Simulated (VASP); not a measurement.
Calculation: PW91 GGA, VASP's PBE PAW potentials (set 64) (plane waves; VASP).

VASP ran on this input.

**INCAR**
```
! general
SYSTEM  = Ho
PREC    = Accurate
ENCUT   = 520
LREAL   = F
LASPH   = T

! electronic loop
EDIFF   = 1E-6
NELM    = 100
ALGO    = Normal
LMAXMIX = 6

! smearing
ISMEAR  = 1
SIGMA   = 0.1

! functional
GGA     = 91

! ions
IBRION  = 2
NSW     = 60
ISIF    = 3
EDIFFG  = -0.01

! output
LWAVE   = F
LCHARG  = F
```

KPOINTS:
```
Automatic
0
gamma
11 11 6
```

**POSCAR**
```
Ho
1.0
  1.7900000000  -3.1003710000   0.0000000000
  1.7900000000   3.1003710000   0.0000000000
  0.0000000000   0.0000000000   5.6200000000
Ho
2
direct
  0.3333330000   0.6666670000   0.2500000000
  0.6666670000   0.3333330000   0.7500000000
```

POTCAR, in this order: Ho_3 (PBE.64 set). Program: vasp_std.

### Question
What will the output report for the number of irreducible k-points (NKPTS), largest plane-wave count, number of space-group operations, FFT grid (NGX, NGY, NGZ)?

### Answer

The number of irreducible k-points (NKPTS) is 64 and the largest plane-wave count is 1709. The number of space-group operations is 24. The FFT grid (NGX, NGY, NGZ) is 28 × 28 × 42.

The compound is Ho in the hcp structure. This run relaxes it. Symmetry was kept, so distortions that lower it aren't found. The 4f electrons are frozen in the core of the lanthanide potential, so 4f levels, which can set the real gap, and their magnetism are missing.
